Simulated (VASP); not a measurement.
Computed with LDA (Ceperley-Alder, Perdew-Zunger), VASP's LDA PAW potentials (set 64) (plane waves; VASP 6.6.1).

VASP input:

**KPOINTS**
```
Automatic mesh
0
Gamma
  13 13 7
0 0 0
```

### INCAR
```
! general
SYSTEM = SiC
PREC   = Accurate
ENCUT  = 400   ! plane-wave cut-off (eV)
LREAL  = F   ! projection in real space or not
LASPH  = T   ! aspherical one-centre terms

! electronic loop
EDIFF  = 1E-6
NELM   = 100   ! most electronic steps
ALGO   = Normal   ! blocked Davidson

! smearing
ISMEAR = 0   ! Gaussian
SIGMA  = 0.01   ! width (eV)

! ions
ISIF   = 2

! output
LWAVE  = F
LCHARG = F
```

POSCAR:
```
SiC
1
    3.0206460000     0.0000000000     0.0000000000
   -1.5103230000     2.6159560000     0.0000000000
    0.0000000000     0.0000000000     4.9584720000
Si C
2 2
Direct
  0.3333330000   0.6666670000   0.4996000000
  0.6666670000   0.3333330000   0.9996000000
  0.3333330000   0.6666670000   0.8754000000
  0.6666670000   0.3333330000   0.3754000000
```

POTCAR, in this order: Si C (LDA.64 set). Program: vasp_std.

What will the output report for the number of irreducible k-points (NKPTS), largest plane-wave count, number of space-group operations, FFT grid (NGX, NGY, NGZ)?

```yaml
number of irreducible k-points (NKPTS): 84
largest_plane_wave_count: 734
number_of_space_group_operations: 12
FFT grid (NGX, NGY, NGZ): 20 × 20 × 32
```

The structure comes from a computed database's SiC entry; how it stands against other phases isn't given here. The cell was not relaxed at this level. The run is one of a series of settings (GGA removed, POTCAR Si C (LDA.64 set) against the base run), some of them coarse on purpose.
